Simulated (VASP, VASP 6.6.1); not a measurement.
# Lattice constant of bcc molybdenum: r2SCAN within 0.5 % of a powder diffraction value

## Experiment

The reference is the lattice constant of the molybdenum phase in a powder mixture of Mo with 21 wt% Tm2O3, determined by powder X-ray diffraction before any milling ("Microstructural Evolution, Thermodynamics, and Kinetics of Mo-Tm2O3 Powder Mixtures during Ball Milling", 2016, PubMed Central 5456621). The value is 3.1474 Å for the conventional cubic cell. The measurement temperature is not given with the value; we take it to be close to room temperature. The presence of an oxide might raise a doubt about purity, but the powders had only been mixed at this point, so we regard the metal as effectively pure Mo. The cell from a separate structure refinement, from which our calculations start, has practically the same lattice constant.

| compared with | measured | source's wording or label | method |
| --- | --- | --- | --- |
| lattice constant a of the conventional cell (Å) | 3.1474 | 0.31474 nm (a of Mo phase before milling (0 h)) | powder X-ray diffraction |

Conditions are those given with the value in the passage it was taken from; "not stated" means there, and the paper may say more elsewhere. The values are a selection: others may have been left out beforehand as unlike or outlying.

## Plan

We want the least expensive level of theory that gives the lattice constant within 0.5 %, or about 0.016 Å, of the measured value. Common density functionals typically spread over one to two per cent in the lattice constants of transition metals, so this target can separate a suitable functional from an unsuitable one. It also leaves room for what the model omits: our nuclei are static, whereas the sample has zero-point motion and thermal expansion. For a stiff, high-melting metal we estimate that these lengthen the cell by roughly 0.1 to 0.2 %.

The model is the perfect, nonmagnetic bcc crystal with one atom in the primitive cell. Each relaxation starts from the refined cell stretched by 3 % in volume, with the symmetry kept. We begin with the local density approximation, move to gradient-corrected functionals if it misses, and then check the numerical settings of the level on which the verdict is to rest.

System: Mo; Im-3m (No. 229), 1 atom in the cell; conventional a = 3.147 A, from a published structure refinement (COD).

On the selection of runs and values: 1 further cited values are not listed: repeats, values quoted from earlier work, more than five for one quantity or six quantities, or quantities that fewer than three runs give.

## 1. The local density approximation first

LDA is the simplest functional and a natural lower rung for a close-packed or nearly close-packed metal. It usually binds too strongly, so we expect a cell about one per cent too short. A dense k mesh is used from the start because molybdenum is a metal with a structured Fermi surface.

**Run 1.** VASP 6.6.1: LDA; 450 eV, 20x20x20 k mesh; cell and atoms relaxed, relaxed twice, LASPH on.

Key lines of the input:
```
ALGO = Normal
EDIFF = 1E-06
EDIFFG = -0.006
ENCUT = 450
GGA = CA
IBRION = 2
ISIF = 3
ISMEAR = 1
LASPH = .TRUE.
NBANDS = 13
NELM = 100
NSW = 50
PREC = Accurate
SIGMA = 0.15
KPOINTS: Gamma, 20 20 20
PAW data sets: Mo_sv (LDA 64)
```

Command:
```
mpirun -np 8 vasp_std
```

Selected lines of the output:
```
 reached required accuracy - stopping structural energy minimisation
  external PRESSURE =       0.1039192 kB  Pullay stress =       0.0000000 kB
```

Converged; 33 s on 8 cores of Intel Xeon Platinum 8488C (Sapphire Rapids), shared host.

| quantity | run 1 | measured | deviation |
| --- | --- | --- | --- |
| lattice constant a of the conventional cell (Å) | 3.1157 | 3.1474 | −0.0317 (−1.0 %) |
| volume of the conventional cell (Å³) | 30.24 |  |  |
| space group at the end | Im-3m |  |  |
| pressure left at the end (GPa) | 0.0104 |  |  |

LDA gives a lattice constant of 3.1157 Å, 1.0 % below the measured value and twice the allowed deviation. The sign and size are those of its usual overbinding. The relaxation converged with very little pressure left, so the miss does not come from an unfinished optimisation.

## 2. Two gradient-corrected functionals

The next step up is a gradient correction, which adds little to the work for a one-atom cell. We run PBE and PBEsol at the same cutoff and k mesh as LDA. PBE weakens the binding more strongly and often makes the cells of heavier metals somewhat too large; PBEsol was designed for the equilibrium structures of solids and should fall between LDA and PBE. We expect both to improve on LDA, with PBEsol the more likely to meet the target.

**Run 2.** VASP 6.6.1: PBE; 450 eV, 20x20x20 k mesh; cell and atoms relaxed, LASPH on.

Key lines of the input, as changed from run 1:
```diff
- GGA = CA
+ GGA = PE
- PAW data sets: Mo_sv (LDA 64)
+ PAW data sets: Mo_sv (PBE 64)
```

Selected lines of the output:
```
 reached required accuracy - stopping structural energy minimisation
  volume of cell :       15.82
```

Converged; took 14 s.

**Run 3.** VASP 6.6.1: PBEsol; 450 eV, 20x20x20 k mesh; cell and atoms relaxed, relaxed twice, LASPH on.

Key lines of the input, as changed from run 2:
```diff
- GGA = PE
+ GGA = PS
```

Selected lines of the output:
```
 reached required accuracy - stopping structural energy minimisation
  volume of cell :       15.36
```

Converged; took 40 s.

| quantity | run 2 | run 3 | measured |
| --- | --- | --- | --- |
| lattice constant a of the conventional cell (Å) | 3.1628 | 3.1316 | 3.1474 |
| volume of the conventional cell (Å³) | 31.64 | 30.71 |  |
| space group at the end | Im-3m | Im-3m |  |
| pressure left at the end (GPa) | −0.0560 | 0.0374 |  |

The two functionals fall on opposite sides of the measurement by almost the same amount. PBE is 0.0154 Å too long, just under 0.5 % and a narrow pass, and PBEsol is 0.0158 Å too short, just over 0.5 % and a narrow miss. The margins are too thin to rank the two. Both improve clearly on LDA, and PBEsol lies between LDA and PBE as we had expected, though nearer to LDA than its purpose had led us to hope.

## 3. Cutoff and k mesh for PBEsol

With PBEsol so close to the limit, even a small numerical error could change the call. We therefore raise the plane-wave cutoff to 600 eV in one run and refine the k mesh to 28×28×28 in another, leaving everything else alone. We choose PBEsol for these checks because the missing zero-point and thermal expansion would bring its cell towards the measured one, while it would take PBE further away. We expect both changes to be small compared with the 0.5 % target.

**Run 4.** VASP 6.6.1: PBEsol; 600 eV, 20x20x20 k mesh; cell and atoms relaxed, relaxed twice, LASPH on.

Key lines of the input, as changed from run 3:
```diff
- ENCUT = 450
+ ENCUT = 600
```

Selected lines of the output:
```
  external PRESSURE =      -0.1297282 kB  Pullay stress =       0.0000000 kB
  volume of cell :       15.36
```

Converged; took 33 s.

**Run 5.** VASP 6.6.1: PBEsol; 450 eV, 28x28x28 k mesh; cell and atoms relaxed, relaxed twice, LASPH on.

Key lines of the input, as changed from run 3:
```diff
- KPOINTS: Gamma, 20 20 20
+ KPOINTS: Gamma, 28 28 28
```

Selected lines of the output:
```
  external PRESSURE =       0.3608293 kB  Pullay stress =       0.0000000 kB
  volume of cell :       15.35
```

Converged; took 68 s.

| quantity | run 4 | run 5 | measured |
| --- | --- | --- | --- |
| lattice constant a of the conventional cell (Å) | 3.1318 | 3.1315 | 3.1474 |
| volume of the conventional cell (Å³) | 30.72 | 30.71 |  |
| space group at the end | Im-3m | Im-3m |  |
| pressure left at the end (GPa) | −0.0130 | 0.0361 |  |

Neither change matters physically. The higher cutoff lengthens the cell by 0.0002 Å, which the different pressures left by the relaxations can account for, and the denser mesh shortens it by only 0.0001 Å. Such differences are nevertheless enough to move PBEsol across the limit: the 600 eV run is a narrow pass, the 28×28×28 run a narrow miss. PBEsol therefore sits on the edge of the target, and its deviation of about 0.5 % does not come from the cutoff or mesh; we ascribe it to the functional and, in part, to the expansion that the static model omits.

## 4. A dispersion correction on PBE

We look for a level with a clearer margin at little extra cost. PBE gives too large a cell, and the attraction added by D3(BJ) should shorten it. The pairwise picture behind this correction is less well founded in a metal, where conduction electrons screen the interaction, so a good lattice constant would be useful in practice without proving that dispersion is what PBE lacks. We expect a contraction of some tenths of a per cent.

**Run 6.** VASP 6.6.1: PBE + D3(BJ); 450 eV, 20x20x20 k mesh; cell and atoms relaxed, relaxed twice, LASPH on.

Key lines of the input, as changed from run 2:
```diff
+ IVDW = 12
```

Selected lines of the output:
```
 reached required accuracy - stopping structural energy minimisation
  volume of cell :       15.37
```

Converged; took 33 s.

| quantity | run 6 | measured | deviation |
| --- | --- | --- | --- |
| lattice constant a of the conventional cell (Å) | 3.1325 | 3.1474 | −0.0149 (−0.5 %) |
| volume of the conventional cell (Å³) | 30.74 |  |  |
| space group at the end | Im-3m |  |  |
| pressure left at the end (GPa) | 0.0381 |  |  |

D3(BJ) shortens the PBE cell by 0.0303 Å, about 1.0 %, which is more than we expected. It carries the lattice constant from 0.0154 Å above the measured value to 0.0149 Å below it. This is again a narrow pass, as calculated no closer to the measured value than plain PBE in any useful sense, though now on the short side, where the omitted expansion would help. The correction has the right sign but overshoots: it is about twice the gap between PBE and the measured value.

## 5. A meta-GGA without added dispersion

Since the pairwise correction overshoots, we turn to a better description of the electrons themselves. r2SCAN also uses the kinetic-energy density, which helps it to distinguish metallic from covalent bonding, and both have a part in a transition metal with a half-filled d shell. It should cost somewhat more per step than a gradient-corrected functional, which is easily affordable for one atom. We expect a lattice constant between those of PBEsol and PBE, and hope for a deviation well inside the target.

**Run 7.** VASP 6.6.1: r2SCAN; 450 eV, 20x20x20 k mesh; cell and atoms relaxed, relaxed twice, LASPH on.

Key lines of the input, as changed from run 2:
```diff
- GGA = PE
+ METAGGA = R2SCAN
```

Selected lines of the output:
```
 reached required accuracy - stopping structural energy minimisation
  external PRESSURE =       0.2565138 kB  Pullay stress =       0.0000000 kB
  volume of cell :       15.69
```

Converged; took 1.8 min.

| quantity | run 7 | measured | deviation |
| --- | --- | --- | --- |
| lattice constant a of the conventional cell (Å) | 3.1543 | 3.1474 | +0.0069 (+0.2 %) |
| volume of the conventional cell (Å³) | 31.39 |  |  |
| space group at the end | Im-3m |  |  |
| pressure left at the end (GPa) | 0.0256 |  |  |

r2SCAN gives 3.1543 Å, 0.0069 Å above the measured value and less than half the allowed deviation. This is the first pass with a comfortable margin, and the result lies between PBEsol and PBE as we had expected. The run took 1.8 min, so the dearer functional is no obstacle for a crystal this small.

## 6. Does r2SCAN need a dispersion term?

Adding D3(BJ) to PBE moved the lattice constant by twice the allowed deviation, so we want to know whether the r2SCAN result is equally sensitive to long-range correlation. We add the nonlocal rVV10 term and keep the cutoff and mesh. r2SCAN already contains part of the medium-range attraction, and we expect a contraction clearly smaller than that from D3(BJ). This tests the physics of the level rather than its numerical convergence; a cutoff and mesh test with r2SCAN itself is not shown in this report.

**Run 8.** VASP 6.6.1: r2SCAN + rVV10; 450 eV, 20x20x20 k mesh; cell and atoms relaxed, relaxed twice, LASPH on.

Key lines of the input, as changed from run 7:
```diff
+ BPARAM = 11.95
+ CPARAM = 0.0093
+ IVDW_NL = 2
+ LUSE_VDW = .TRUE.
```

Selected lines of the output:
```
 reached required accuracy - stopping structural energy minimisation
  external PRESSURE =       0.3026159 kB  Pullay stress =       0.0000000 kB
  volume of cell :       15.60
```

Converged; took 2.5 min.

| quantity | run 8 | measured | deviation |
| --- | --- | --- | --- |
| lattice constant a of the conventional cell (Å) | 3.1484 | 3.1474 | +0.0010 (+0.0 %) |
| volume of the conventional cell (Å³) | 31.21 |  |  |
| space group at the end | Im-3m |  |  |
| pressure left at the end (GPa) | 0.0303 |  |  |

The rVV10 term shortens the r2SCAN cell by roughly 0.006 Å, about a fifth of the contraction that D3(BJ) produced with PBE. The lattice constant of 3.1484 Å is only 0.0010 Å above the measured value, but r2SCAN already met the target without the extra term. The pass therefore does not depend on whether nonlocal correlation is included, and for this target the addition is not needed.

We end the work here. Plain r2SCAN has a clear margin at a modest cost, and a still closer match to a single lattice constant would not be a sound reason for choosing a more elaborate level.

## Summary of runs

| run | settings | lattice constant a of the conventional cell (Å) | deviation | cost |
| --- | --- | --- | --- | --- |
| 1 | LDA, 450 eV, 20x20x20 k mesh, relaxed twice | 3.1157 | −0.0317 (−1.0 %) | 4.5 core-min |
| 2 | PBE, 450 eV, 20x20x20 k mesh | 3.1628 | +0.0154 (+0.5 %) | 1.9 core-min |
| 3 | PBEsol, 450 eV, 20x20x20 k mesh, relaxed twice | 3.1316 | −0.0158 (−0.5 %) | 5.3 core-min |
| 4 | PBEsol, 600 eV, 20x20x20 k mesh, relaxed twice | 3.1318 | −0.0156 (−0.5 %) | 4.3 core-min |
| 5 | PBEsol, 450 eV, 28x28x28 k mesh, relaxed twice | 3.1315 | −0.0160 (−0.5 %) | 9.1 core-min |
| 6 | PBE + D3(BJ), 450 eV, 20x20x20 k mesh, relaxed twice | 3.1325 | −0.0149 (−0.5 %) | 4.4 core-min |
| 7 | r2SCAN, 450 eV, 20x20x20 k mesh, relaxed twice | 3.1543 | +0.0069 (+0.2 %) | 14 core-min |
| 8 | r2SCAN + rVV10, 450 eV, 20x20x20 k mesh, relaxed twice | 3.1484 | +0.0010 (+0.0 %) | 20 core-min |
|  | measured | 3.1474 |  |  |

Further runs on the same system, made beside this series (convergence steps with loose settings among them):

| further | settings | lattice constant a of the conventional cell (Å) | deviation | cost |
| --- | --- | --- | --- | --- |
| F1 | vdW-DF-cx, 450 eV, 20x20x20 k mesh, relaxed twice | 3.1361 | −0.0113 (−0.4 %) | 11 core-min |
| F2 | optB86b-vdW, 450 eV, 20x20x20 k mesh, relaxed twice | 3.1469 | −0.0005 (−0.0 %) | 12 core-min |
| F3 | PBEsol + D3(BJ), 450 eV, 20x20x20 k mesh, relaxed twice | 3.1038 | −0.0436 (−1.4 %) | 4.5 core-min |
| F4 | PBEsol + D4, 450 eV, 20x20x20 k mesh, relaxed twice | 3.1189 | −0.0285 (−0.9 %) | 5.4 core-min |
| F5 | AM05, 450 eV, 20x20x20 k mesh, relaxed twice | 3.1266 | −0.0208 (−0.7 %) | 5.1 core-min |
| F6 | RPBE, 450 eV, 20x20x20 k mesh | 3.1765 | +0.0291 (+0.9 %) | 1.7 core-min |
| F7 | BLYP, 450 eV, 20x20x20 k mesh, relaxed twice | 3.2051 | +0.0577 (+1.8 %) | 6.5 core-min |
| F8 | PBEsol, 240 eV, 20x20x20 k mesh, relaxed twice | 3.0988 | −0.0486 (−1.5 %) | 2.6 core-min |
| F9 | PBEsol, 450 eV, 11x11x11 k mesh, relaxed twice | 3.1315 | −0.0159 (−0.5 %) | 1.7 core-min |
|  | measured | 3.1474 |  |  |

## Verdict

r2SCAN meets the 0.5 % target: its lattice constant of 3.1543 Å is 0.0069 Å, or 0.2 %, above the measured value, at a cost of 14 core-minutes. Zero-point motion and thermal expansion, which we put at roughly 0.1 to 0.2 %, would lengthen the cell and raise the deviation to about 0.3 to 0.4 %, still a pass.

The same allowance would push PBE, a narrow pass as calculated, beyond the limit. It would bring PBEsol, which sits on the limit, inside it, about as far below the measured value as r2SCAN would then be above. The answer to our question about the least expensive level therefore depends on the allowance: as calculated it is PBE, narrowly; with the allowance it is PBEsol; r2SCAN passes either way, and that is our reason for resting the verdict on it. A gradient-corrected functional costs less per step than a meta-GGA, though the run times are too rough to put a figure on the saving.

LDA misses the target with or without the allowance. For PBEsol, the tests showed that its deviation does not come from the cutoff or the mesh; an 11×11×11 mesh would have served equally well, whereas a 240 eV cutoff shortens the cell by about 1 %. D3(BJ) overcorrects PBE to about the PBEsol value, so with the allowance it would do about as well as PBEsol and offers nothing beyond it; added to PBEsol, it takes the cell to 1.4 % below experiment. The rVV10 term was not needed for the target, and its almost exact agreement would loosen slightly once expansion is included. optB86b-vdW comes equally close at a cost similar to that of r2SCAN, so the success is not peculiar to one functional.

What remains for r2SCAN is a cell slightly too large, which we attribute mainly to the functional. Some numerical points stay open. Convergence with cutoff and mesh was shown for PBEsol, not for r2SCAN. The r2SCAN run, like those with PBEsol, used PAW data sets made for PBE; their effect on the lattice constant, and that of the smearing width, is not shown in this report. The temperature of the measurement is not given with the value either, so the expansion remains an estimate.

[Logs are printed without paths, hosts, clocks, repeated set-up lines and the standing remarks that a program may print on its own settings, such as how far it seeks lower states.]

[The runs shown are a pick from a larger set of finished runs; failed, doubtful and other runs were left out of it ahead of writing. So were measured values far from every level or from commonly accepted values, and agreement can look better than it is. Lines of input and output are excerpts and may be shortened.]
